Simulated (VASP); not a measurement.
GaAs, 2 atoms in the cell. Symmetry: F-43m, No. 216, cubic system. The conventional cell has a = 5.568 Å, b = 5.568 Å, c = 5.568 Å, α = 90.00°, β = 90.00°, γ = 90.00°. Around Ga (site symmetry -43m) lie 4 As at 2.41 Å. As (site symmetry -43m) has 4 Ga at 2.41 Å as nearest neighbours.  The cell isn't the ideal one: a relaxed cell with its volume scaled by 0.91.

- Program: VASP 6.6.1
- Task: single point
- Functional: PBE
- Potentials or basis: VASP PAW PBE potentials, release 64 (Ga_d, As)
- Cutoff: 350 eV
- k mesh: 10 × 10 × 10
- Occupations: gaussian, width 0.02 eV
- Spin: no spin polarisation
- Further INCAR settings: ALGO = Normal; EDIFF = 1e-07

Potentials or basis: VASP PAW PBE potentials, release 64 (Ga_d, As).

The run is started by

```sh
$ cat potpaw_PBE.64/Ga_d/POTCAR potpaw_PBE.64/As/POTCAR > POTCAR
$ mpirun -np 1 vasp_std > vasp.out
```

Hardware: 1 thread of Intel(R) Xeon(R) Platinum 8259CL CPU @ 2.50GHz (Skylake/Cascade Lake) (shared host).

**Question.** How long does it take, and how much memory?

**Answer.** Wall time 14 s on 1 thread of Intel(R) Xeon(R) Platinum 8259CL CPU @ 2.50GHz (Skylake/Cascade Lake) (shared host), peak memory 0.14 GiB. Counts: scf iterations 14, k points 47.
